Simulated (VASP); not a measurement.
Calculation: RPBE GGA, VASP's PBE PAW potentials (set 64) (plane waves; VASP).

VASP input:

### KPOINTS
```
Automatic mesh
0
Gamma
11 11 11
0 0 0
```

INCAR:
```
NEDOS=601
LWAVE=.FALSE.
NELM=100
EDIFF=1E-7   # SCF stop (eV)
LORBIT=11
ISMEAR=-5   # tetrahedra, Bloechl
GGA=RP   # RPBE
ISIF=2   # forces and stress, cell fixed
LASPH=.TRUE.
ALGO=Normal   # blocked Davidson
LCHARG=.TRUE.
ENCUT=520   # plane-wave cut-off (eV)
SYSTEM=GaN
LMAXMIX=4
PREC=Accurate
LREAL=.FALSE.   # projection in real space or not
```

File POSCAR:
```
GaN
3.2405390
  0.0000000000   0.7071066899   0.7071066899
  0.7071066899   0.0000000000   0.7071066899
  0.7071066899   0.7071066899   0.0000000000
Ga N
1 1
Cart
  0.0000000000   0.0000000000   0.0000000000
  0.3535533449   0.3535533449   0.3535533449
```

POTCAR, in this order: Ga_d N (PBE.64 set). Program: vasp_std.

Output of the run:

**OSZICAR**
```
       N       E                     dE             d eps       ncg     rms          rms(c)
DAV:   1     0.909305232037E+02    0.90931E+02   -0.97775E+03  1546   0.245E+03
DAV:   2    -0.545975959782E+01   -0.96390E+02   -0.92006E+02  1656   0.364E+02
DAV:   3    -0.131001007534E+02   -0.76403E+01   -0.75911E+01  1616   0.910E+01
DAV:   4    -0.132285490123E+02   -0.12845E+00   -0.12837E+00  1734   0.130E+01
DAV:   5    -0.132304632029E+02   -0.19142E-02   -0.19142E-02  1619   0.139E+00    0.756E+00
DAV:   6    -0.113219517625E+02    0.19085E+01   -0.58800E+00  2209   0.461E+01    0.272E+00
DAV:   7    -0.113373952533E+02   -0.15443E-01   -0.33461E-01  1461   0.808E+00    0.179E+00
DAV:   8    -0.113410563658E+02   -0.36611E-02   -0.73232E-02  1657   0.438E+00    0.839E-01
DAV:   9    -0.113355092167E+02    0.55471E-02   -0.21005E-02  2185   0.361E+00    0.216E-01
DAV:  10    -0.113361638894E+02   -0.65467E-03   -0.21504E-03  1539   0.741E-01    0.110E-01
DAV:  11    -0.113360550339E+02    0.10886E-03   -0.41442E-04  2041   0.397E-01    0.110E-02
DAV:  12    -0.113360706758E+02   -0.15642E-04   -0.55614E-05  1614   0.934E-02    0.112E-02
DAV:  13    -0.113360702174E+02    0.45839E-06   -0.33843E-06  1769   0.176E-02    0.289E-03
DAV:  14    -0.113360701379E+02    0.79505E-07   -0.30332E-07  1621   0.512E-03
   1 F= -.11336070E+02 E0= -.11336070E+02  d E =0.000000E+00
```

File OUTCAR:
```
------------------------ aborting loop because EDIFF is reached ----------------------------------------
  FORCE on cell =-STRESS in cart. coord.  units (eV):
  Direction    XX          YY          ZZ          XY          YZ          ZX
  --------------------------------------------------------------------------------------
  Total        0.0072924      0.0072924      0.0072924     -0.0000000      0.0000000     -0.0000000
  in kB        0.4855632      0.4855632      0.4855632     -0.0000000      0.0000000     -0.0000000
  external PRESSURE =       0.4855632 kB  Pullay stress =       0.0000000 kB
  volume of cell :       24.06
      direct lattice vectors                 reciprocal lattice vectors
     0.000000000  2.291406806  2.291406806    -0.218206561  0.218206561  0.218206561
     2.291406806  0.000000000  2.291406806     0.218206561 -0.218206561  0.218206561
     2.291406806  2.291406806  0.000000000     0.218206561  0.218206561 -0.218206561
  FREE ENERGIE OF THE ION-ELECTRON SYSTEM (eV)
  ---------------------------------------------------
  free  energy   TOTEN  =       -11.3360701379 eV

  energy  without entropy=      -11.3360701379  energy(sigma->0) =      -11.33607014

 total charge

# of ion       s       p       d       tot
------------------------------------------
    1        0.781   0.845  10.149  11.775
    2        1.232   2.483   0.000   3.716
--------------------------------------------------
tot          2.014   3.328  10.149  15.491
```
(Selected blocks of OUTCAR.)

The compound is GaN in the zinc blende structure, a metastable form; wurtzite is the usual one. It was relaxed first.
